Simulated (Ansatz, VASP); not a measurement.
# Cross-check of CsPbI2Br between VASP and Ansatz, part 2 of 2

One calculation is typed for both programs; each brings its own data sets. How far apart do they land? The cell is taken from a series of runs on this material, whose earlier steps may have relaxed, scaled, displaced or heated it; both programs get it as it stands.

VASP 6.6.1 and Ansatz 0.2.0.

So far: The structure; Ansatz: single point, HSE06.

**3. VASP: single point, HSE06**

Level of this step: HSE06; plane waves and PAW (Cs_sv, Pb_d, I, Br) (VASP).

The same cell, functional and mesh now go to VASP, with its own data sets.

Lines of VASP's logs that name or quote its potential files are left out, and so is its time.

The run reads the wave functions of an earlier VASP run, which isn't shown here.

The input, INCAR:

```
SYSTEM = CsPbI2Br
PREC = Accurate
ENCUT = 400
EDIFF = 1E-06
NELM = 100
ISMEAR = 0
SIGMA = 0.01
LREAL = .FALSE.
ALGO = Normal
LHFCALC = .TRUE.
AEXX = 0.25
GGA = PE
HFSCREEN = 0.208
LASPH = .TRUE.
NBANDS = 28
PRECFOCK = Fast
LORBIT = 11
LWAVE = .FALSE.
LCHARG = .FALSE.
ISIF = 2
```

The input, POSCAR:

```
CsPbI2Br
1.0
    6.5665548800      0.0000000000      0.0000000000
    0.0000000000      6.5665548800      0.0000000000
    0.0000000000      0.0000000000      5.9622200000
Cs Pb I Br
1 1 2 1
Direct
    0.5000000000      0.5000000000      0.5000000000
    0.0000000000      0.0000000000      0.0000000000
    0.0000000000      0.5000000000      0.0000000000
    0.5000000000      0.0000000000      0.0000000000
    0.0000000000      0.0000000000      0.5000000000
```

The input, KPOINTS:

```
Automatic mesh
0
Gamma
2 2 2
0 0 0
```

The projector-augmented-wave data sets are Cs_sv, Pb_d, I and Br (PBE family, release 64).

Launch:

```
> export OMP_NUM_THREADS=3
> mpirun -np 1 vasp_std
```

Numbers of over 12 decimals in the logs are rounded to 6 here.

The log of the run:

```text
[banner, memory and clock lines left out]
running    1 mpi-ranks, on    1 nodes
 distrk:  each k-point on    1 cores,    1 groups
 distr:  one band on    1 cores,    1 groups
 Offloading initialized ...    1 GPUs detected
 POSCAR found type information on POSCAR CsPbI Br
 POSCAR found :  4 types and       5 ions
 LDA part: xc-table for (Slater+PW92), standard interpolation
 found WAVECAR, reading the header
 POSCAR, INCAR and KPOINTS ok, starting setup
 FFT: planning ... GRIDC
 FFT: planning ... GRID_SOFT
 FFT: planning ... GRID
 reading WAVECAR
 the WAVECAR file was read successfully
 initial charge from wavefunction
 entering main loop
       N       E                     dE             d eps       ncg     rms          rms(c)
DAV:   1    -0.168224921478E+02   -0.16822E+02   -0.12282E+00   336   0.827E+00    0.491E+00
DAV:   2    -0.168316051250E+02   -0.91130E-02   -0.58208E-02   372   0.118E+00    0.317E+00
DAV:   3    -0.168280803284E+02    0.35248E-02   -0.55205E-03   468   0.481E-01    0.190E+00
DAV:   4    -0.168269788587E+02    0.11015E-02   -0.13351E-03   408   0.227E-01    0.111E+00
DAV:   5    -0.168266755090E+02    0.30335E-03   -0.35858E-04   472   0.119E-01    0.648E-01
DAV:   6    -0.168265770151E+02    0.98494E-04   -0.71934E-05   428   0.575E-02    0.375E-01
DAV:   7    -0.168265467360E+02    0.30279E-04   -0.25543E-05   432   0.327E-02    0.216E-01
DAV:   8    -0.168265386721E+02    0.80639E-05   -0.86767E-06   464   0.190E-02    0.124E-01
DAV:   9    -0.168265374597E+02    0.12124E-05   -0.29609E-06   388   0.109E-02    0.705E-02
DAV:  10    -0.168265376089E+02   -0.14926E-06   -0.95943E-07   288   0.669E-03
   1 F= -.16826538E+02 E0= -.16826538E+02  d E =-.177298E-13
```

Parts of OUTCAR (step 3):

```text
ion  position               nearest neighbor table
   1  0.500  0.500  0.500-
   2  0.000  0.000  0.000-   5 2.98   5 2.98   3 3.28   4 3.28   3 3.28   4 3.28
   3  0.000  0.500  0.000-   2 3.28   2 3.28
   4  0.500  0.000  0.000-   2 3.28   2 3.28
   5  0.000  0.000  0.500-   2 2.98   2 2.98

  LATTYP: Found a simple tetragonal cell.
 ALAT       =     6.5665548800
 C/A-ratio  =     0.9079677409

 Subroutine GETGRP returns: Found 16 space group operations
 (whereof 16 operations were pure point group operations)

The static configuration has the point symmetry D_4h.

 Found      6 irreducible k-points:

   k-points           NKPTS =      6   k-points in BZ     NKDIM =      8   number of bands    NBANDS=     28

   dimension x,y,z NGX =    48 NGY =   48 NGZ =   40
   dimension x,y,z NGXF=    96 NGYF=   96 NGZF=   80

   ENCUT  =  400.0 eV  29.40 Ry    5.42 a.u.  10.71 10.71  9.72*2*pi/ulx,y,z

   NELECT =      44.0000    total number of electrons

 k-points in reciprocal lattice and weights: Automatic mesh
   0.00000000  0.00000000  0.00000000       0.125
   0.50000000  0.00000000  0.00000000       0.250
   0.50000000  0.50000000  0.00000000       0.125
   0.00000000  0.00000000  0.50000000       0.125
   0.50000000  0.00000000  0.50000000       0.250
   0.50000000  0.50000000  0.50000000       0.125

  exchange ACFDT corr.  =         0.00000000  see jH, gK, PRB 81, 115126

 average (electrostatic) potential at core
       1 -45.4478       2 -91.0483       3 -90.3805       4 -90.3806       5 -60.1582

 E-fermi :   0.1866

 k-point     1 :       0.0000    0.0000    0.0000
  band No.  band energies     occupation
    ...
     18      -1.4248      2.00000
     19      -1.0600      2.00000
     20      -1.0196      2.00000
     21      -1.0174      2.00000
     22      -1.0174      2.00000
     23       4.2556      0.00000
     24       5.2498      0.00000
     25       5.6931      0.00000
     26       5.7756      0.00000
     27       6.0988      0.00000
    ...

 k-point     2 :       0.5000    0.0000    0.0000
  band No.  band energies     occupation
    ...
     18      -1.3512      2.00000
     19      -1.2772      2.00000
     20      -1.1734      2.00000
     21      -1.0876      2.00000
     22      -0.7770      2.00000
     23       3.1225      0.00000
     24       5.4712      0.00000
     25       5.8887      0.00000
     26       6.0752      0.00000
     27       6.1407      0.00000
    ...

 k-point     3 :       0.5000    0.5000    0.0000
  band No.  band energies     occupation
    ...
     18      -1.2247      2.00000
     19      -1.2247      2.00000
     20      -1.1913      2.00000
     21      -0.6607      2.00000
     22      -0.3967      2.00000
     23       2.8040      0.00000
     24       2.8040      0.00000
     25       6.0389      0.00000
     26       6.5195      0.00000
     27       6.6742      0.00000
    ...

  Total       -0.5197456     -0.5197456      0.5973323      0.0000000      0.0000000     -0.0000000
  in kB       -3.2390542     -3.2390542      3.7225745      0.0000000      0.0000000     -0.0000000
  external PRESSURE =      -0.9185113 kB  Pullay stress =       0.0000000 kB

  energy-cutoff  :      400.00
  volume of cell :      257.09
      direct lattice vectors                 reciprocal lattice vectors
     6.566554880  0.000000000  0.000000000     0.152286856  0.000000000  0.000000000
     0.000000000  6.566554880  0.000000000     0.000000000  0.152286856  0.000000000
     0.000000000  0.000000000  5.962220000     0.000000000  0.000000000  0.167722761

 POSITION                                       TOTAL-FORCE (eV/Angst)
 -----------------------------------------------------------------------------------
      3.28328      3.28328      2.98111         0.000000      0.000000      0.000000
      0.00000      0.00000      0.00000         0.000000      0.000000      0.000000
      0.00000      3.28328      0.00000         0.000000      0.000000      0.000000
      3.28328      0.00000      0.00000         0.000000      0.000000      0.000000
      0.00000      0.00000      2.98111         0.000000      0.000000      0.000000
 -----------------------------------------------------------------------------------
    total drift:                               -0.000002     -0.000015      0.000002

  FREE ENERGIE OF THE ION-ELECTRON SYSTEM (eV)
  ---------------------------------------------------
  free  energy   TOTEN  =       -16.8265376089 eV

  energy  without entropy=      -16.8265376089  energy(sigma->0) =      -16.82653761

 total charge
# of ion       s       p       d       tot
------------------------------------------
    1        2.142   4.743   0.007   6.891
    2        1.560   0.339   9.853  11.752
    3        1.496   2.903   0.003   4.402
    4        1.496   2.903   0.003   4.402
    5        1.599   3.309   0.004   4.912
--------------------------------------------------
tot          8.293  14.196   9.870  32.359

[... 3 further parts left out ...]
```

The run ends at a pressure of -0.09 GPa.

**4. Side by side**

Known differences besides the potentials themselves: exact exchange at q = 0 is treated differently, which shows on coarse meshes; VASP keeps PBE cores, Ansatz makes them for the functional; fixed occupations in Ansatz, narrow Gaussian smearing in VASP; the data sets hold 64 valence electrons in Ansatz (on its PAW soft_1 files) and 44 in VASP; the cutoff is 420 eV in Ansatz and 400 eV in VASP; VASP takes a coarser grid for exact exchange (PRECFOCK = Fast). Total energies have different zeros and are not compared.

Compared:

| quantity | Ansatz | VASP | difference |
| --- | --- | --- | --- |
| gap on the k mesh (eV) | 2.189 | 2.188 | +0.001 |

A gap on the mesh is an upper bound, since the band edges may lie between its points; neither run holds spin-orbit coupling, which can move the band edges of a compound of Pb.

**5. Results**

| Property | Result |
| --- | --- |
| difference in gap on the k mesh (single point, HSE06) | 5.1e-4 eV |

The difference in gap on the k mesh is 5.1e-4 eV (single point, HSE06), within the 0.08 eV picked in this series as the mark of a large difference. The data sets hold unlike numbers of valence electrons (64 in Ansatz and 44 in VASP), so part of the differences comes from the potentials. How closely two codes agree says nothing of how well the functional describes the real material.

[Lines on the potential files, build, host, timing and source positions are cut from VASP's logs without a mark.]

[Logs are printed without paths, hosts, clocks, repeated set-up lines and the standing remarks that a program may print on its own settings, such as how far it seeks lower states.]

[Hosts, paths, dates, database ids (printed as entryN), source tags and the programs' standing remarks are cut or masked in the printed files.]
